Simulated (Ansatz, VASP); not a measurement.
## Two plane-wave programs on BPd4

```
B Pd
1.0
     4.20139    0.00000    0.00000
     0.00000    4.20139    0.00000
     0.00000    0.00000    4.20139
B Pd
1 4
Direct
  0.50000 0.50000 0.50000
  0.23423 0.23423 0.23423
  0.76577 0.76577 0.23423
  0.76577 0.23423 0.76577
  0.23423 0.76577 0.76577
```

Alike in both runs: functional PBE; k mesh 4 × 4 × 4; occupations gaussian, width 0.1 eV; no spin polarisation.

Ansatz relaxed the structure, and its values are those at the end. VASP's run is a single point on that final structure, the one shown.

|  | VASP | Ansatz |
| --- | --- | --- |
| version | VASP 6.6.1 | Ansatz 0.2.0 |
| potentials or method | VASP PAW PBE potentials, release 64 (B, Pd) | scalar-relativistic, plane waves, PAW |
| plane-wave cutoff (eV) | 520 | 420 |
| valence electrons in the cell | 43 | 75 |

Ansatz gave:

```
gap on the k mesh at the Fermi level (eV) : none
pressure (GPa)                            : 0.0
rms of the force components (eV/Å)        : 0.014
```

**Question.** Estimate VASP's values.

**Answer.** gap on the k mesh at the Fermi level (eV): none; pressure (GPa): 0.2; rms of the force components (eV/Å): 0.025.

A gap of «none» marks a metal or a gap that the smearing closes. The two sets of potentials don't hold the same shells in valence.

Caveats: the k mesh is coarse (spacing up to 0.37 Å⁻¹), so the values aren't converged.
